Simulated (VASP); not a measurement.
Level of theory: PBEsol GGA, VASP's PBE PAW potentials (set 64) (plane waves; VASP).

The input files of a VASP run:

**INCAR**
```
# general
SYSTEM = CaF2
PREC   = Accurate
ENCUT  = 400
LREAL  = F   # projection in real space or not
LASPH  = T   # aspherical one-centre terms

# electronic loop
EDIFF  = 1E-6   # SCF stop (eV)
NELM   = 100   # most electronic steps
ALGO   = Normal

# smearing
ISMEAR = 0   # Gaussian
SIGMA  = 0.05   # width (eV)

# functional
GGA    = PS   # PBEsol

# ions
ISIF   = 2   # forces and stress, cell fixed

# output
LWAVE  = F
LCHARG = F
```

File POSCAR:
```
CaF2
1
    2.8789460000     0.0000000000     0.0000000000
   -1.4394730000     2.4932410000     0.0000000000
    0.0000000000     0.0000000000    16.7434850000
Ca F
1 2
Direct
  0.6666670000   0.3333330000   0.5000000000
  0.3333330000   0.6666670000   0.4180730000
  0.3333330000   0.6666670000   0.5819270000
```

### KPOINTS
```
K-points
0
G
13 13 1
```

POTCAR, in this order: Ca_sv F (PBE.64 set). Program: vasp_std.

At this cut-off the stress carries a Pulay error, which pulls relaxed volumes low. The cell holds a wide vacuum, so values per volume refer to the whole cell.

Problem. Predict the energy per atom (σ→0), largest force.

Solution. 
| Property | Result |
|---|---|
| energy per atom (σ→0) | -5.084 eV/atom |
| largest force | 0.487 eV/Å |

**OSZICAR**
```
...
DAV:  15    -0.152533479759E+02   -0.40042E-03   -0.76023E-05  1000   0.477E-02    0.890E-03
DAV:  16    -0.152533829999E+02   -0.35024E-04   -0.33142E-06   960   0.143E-02    0.389E-03
DAV:  17    -0.152534302187E+02   -0.47219E-04   -0.23072E-06   848   0.150E-02    0.206E-03
DAV:  18    -0.152534367123E+02   -0.64937E-05   -0.34909E-07   848   0.618E-03    0.721E-04
DAV:  19    -0.152534392890E+02   -0.25767E-05   -0.57598E-08   800   0.209E-03    0.271E-04
DAV:  20    -0.152534406077E+02   -0.13187E-05   -0.26199E-08   752   0.138E-03    0.596E-05
DAV:  21    -0.152534406189E+02   -0.11202E-07   -0.51591E-09   744   0.427E-04
   1 F= -.15253441E+02 E0= -.15253441E+02  d E =-.168666E-19
```

The cell is a sheet with vacuum, built from a generated structure.
